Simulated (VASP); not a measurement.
Input:

```xyz
1
Lattice="0.0000 1.7598 1.7598 1.7598 0.0000 1.7598 1.7598 1.7598 0.0000" Properties=species:S:1:pos:R:3 pbc="T T T"
Cu     0.0000     0.0000     0.0000
```

Level of theory: LDA (Ceperley-Alder, Perdew-Zunger), VASP's LDA PAW potentials (set 64) (plane waves; VASP). Numerical set-up: 530 eV cut-off, 16×16×16 Γ-centred mesh, first-order Methfessel-Paxton smearing of 0.10 eV, potentials Cu.

Finite-difference elastic constants of metals are sensitive to mesh and smearing; shear constants can be off by tens of GPa.

Question: Give the elastic stiffness tensor with the ions relaxed (GPa, in the frame of the cell).

Answer: 
|  | xx | yy | zz | yz | xz | xy |
|---|---|---|---|---|---|---|
| xx | 238 | 163 | 163 | 0.0 | 0.0 | 0.0 |
| yy | 163 | 238 | 163 | 0.0 | 0.0 | 0.0 |
| zz | 163 | 163 | 238 | 0.0 | 0.0 | 0.0 |
| yz | 0.0 | 0.0 | 0.0 | 101 | 0.0 | 0.0 |
| xz | 0.0 | 0.0 | 0.0 | 0.0 | 101 | 0.0 |
| xy | 0.0 | 0.0 | 0.0 | 0.0 | 0.0 | 101 |

Question: Estimate the Hill bulk modulus, Hill shear modulus, Young's modulus, Poisson's ratio.

Answer: 
```yaml
hill_bulk_modulus: 188 GPa
hill_shear_modulus: 67.9 GPa
Young's modulus: 182 GPa
Poisson's ratio: 0.339
```

Measured: C11 176 GPa at 0 K (computed value off by +35.3 %), C12 125 GPa at 0 K (computed value off by +30.8 %), C44 81.8 GPa at 0 K (computed value off by +23.4 %), as given by Cristiano Malica et al., Journal of Physics Condensed Matter (2021), arXiv:2109.00459 [extrapolated to 0 K; zero-point effects included].

The compound is Cu in the fcc structure. It was relaxed first, which changed the volume by -7 %.
